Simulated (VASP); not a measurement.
# FeAl (relaxed from the NiAs type structure, space group P6_3/mmc): computed properties

Computed with PBEsol GGA, VASP's PBE PAW potentials (set 64) (plane waves; VASP 6.6.1).

```
Item                                                                                    Value
----------------------------------  ---------------------------------------------------------
space group                                                                    P6_3/mmc (194)
cell                                a = b = 2.682 Å, c = 7.983 Å, α = β = 90.00°, γ = 120.00°
volume per atom                                                                 12.43 Å³/atom
band gap (over mesh and band path)                   none (metal, semimetal or under 0.01 eV)
cell moment                                                                           0.00 μB
density                                                                            5.53 g/cm³
```

```cif
data_Al2Fe2
_chemical_formula_sum 'Fe2 Al2'
_space_group_name_H-M_alt 'P 1'
_space_group_IT_number 1
_cell_length_a 2.68180
_cell_length_b 2.68180
_cell_length_c 7.98334
_cell_angle_alpha 90.000
_cell_angle_beta 90.000
_cell_angle_gamma 120.000
loop_
_space_group_symop_operation_xyz
  'x, y, z'
loop_
_atom_site_label
_atom_site_type_symbol
_atom_site_fract_x
_atom_site_fract_y
_atom_site_fract_z
_atom_site_occupancy
Fe1 Fe 0.00000 0.00000 0.00000 1
Fe2 Fe 0.00000 0.00000 0.50000 1
Al1 Al 0.33333 0.66667 0.25000 1
Al2 Al 0.66667 0.33333 0.75000 1
```
Starting moments (μB, in the order of the record's atoms Fe Fe Al Al): 2.0 2.0 0.0 0.0.

The structure was generated: FeAl was put into the NiAs type type (P6_3/mmc), which need not be its known phase. It was relaxed first, which changed the volume by -37 %. Symmetry was kept, so distortions that lower it aren't found.
